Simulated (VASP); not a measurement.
Data:

```
BN
1.0
    0.00000     1.83149     1.83149
    1.83149     0.00000     1.83149
    1.83149     1.83149     0.00000
B N
1 1
Cartesian
  0.00000   0.00000   0.00000
  2.74724   2.74724   2.74724
```

Calculation: PBE GGA, VASP's PBE PAW potentials (set 64) (plane waves; VASP). Run with 400 eV cut-off, 15×15×15 Γ-centred mesh, Gaussian smearing of 0.010 eV, potentials B N.

At this cut-off the stress carries a Pulay error, which pulls relaxed volumes low.

**Question.** What does the run give for the energy per atom (σ→0), pressure?

**Answer.** 
| Quantity | Result |
|---|---|
| energy per atom (σ→0) | -8.719 eV/atom |
| pressure | -16.88 GPa |

The structure comes from a computed database's BN entry; how it stands against other phases isn't given here. The cell was not relaxed at this level.
